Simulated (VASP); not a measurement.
```
CELL_PARAMETERS angstrom
      0.00000     3.38000     3.38000
      3.38000     0.00000     3.38000
      3.38000     3.38000     0.00000
ATOMIC_POSITIONS crystal
  Mg 0.25000 0.25000 0.25000
  Mg 0.75000 0.75000 0.75000
  Sn 0.00000 0.00000 0.00000
```

Calculation: PBE GGA, VASP's PBE PAW potentials (set 64) (plane waves; VASP 6.6.1). Run with 400 eV cut-off, 5×5×5 Γ-centred mesh, Gaussian smearing of 0.050 eV, potentials Mg Sn_d.

Unless said otherwise, spin-orbit coupling is left out, though it shifts the bands of the heavy elements here.

Q: What does the run give for the energy per atom (σ→0), band gap (on the k-mesh) with the smallest direct gap where there is one?

A: 
```json
{
 "band gap (on the k-mesh)": "none (metal, semimetal or under 0.01 eV)",
 "energy per atom (σ→0)": "-2.452 eV/atom"
}
```

Total energies compare only between runs with the same potentials, cut-off and functional.

The compound is Mg2Sn in the antifluorite structure. The cell was not relaxed at this level. The k-mesh is coarse (spacing up to 0.32 per Å, 2π included), so the numbers may not be converged in it.
